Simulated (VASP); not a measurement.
CuI (zinc blende) relaxed at rising pressure, in one space group throughout; other phases were not tried. The pressures are those reached. Level of theory: PBEsol GGA, VASP's PBE PAW potentials (set 64) (plane waves; VASP 6.6.1).

| P (GPa) | V (Å³/atom) | k-mesh |
|---|---|---|
| -0.07 | 26.264 | 8×8×8 |
| 5.06 | 24.207 | 8×8×8 |
| 9.91 | 22.798 | 8×8×8 |
| 19.87 | 20.927 | 8×8×8 |
| 29.88 | 19.641 | 9×9×9 |

A change of mesh leaves a small step in the series.

Task: Fit an equation of state and predict the volume at 44.93 GPa.

Result: Least squares on the third-order Birch-Murnaghan form, P = (3B0/2)(y⁷ − y⁵)[1 + (3/4)(B′ − 4)(y² − 1)] with y = (V0/V)^(1/3), gives V0 = 26.253 Å³/atom, B0 = 50 GPa and B′ = 5.0, and so 18.260 Å³/atom. The run gave 18.259 Å³/atom, -0.0 % from the fit.

Pressures at which the relaxation failed are left out.

The compound is CuI in the zinc blende structure.
